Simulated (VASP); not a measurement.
Consider the following.

```xyz
2
Lattice="0.0000 2.5165 2.5165 2.5165 0.0000 2.5165 2.5165 2.5165 0.0000" Properties=species:S:1:pos:R:3 pbc="T T T"
Li     0.0000     2.5165     2.5165
Cl     2.5165     2.5165     2.5165
```

The numbers are results of PBE GGA with D3 dispersion (Becke-Johnson damping), VASP's PBE PAW potentials (set 64) (plane waves; VASP), not measurements. Run with 520 eV cut-off, Gaussian smearing of 0.050 eV, potentials Li_sv Cl.

Task: What does the run give for the band gap (along the path) with the smallest direct gap where there is one?

Result: 
```json
{
 "band gap (along the path)": "6.68 eV",
 "smallest direct gap (along the path)": "6.68 eV"
}
```

The absolute energy has meaning only against runs of the same code, potentials and settings.

The compound is LiCl in the rock salt structure. It was relaxed first, which changed the volume by -6 %.
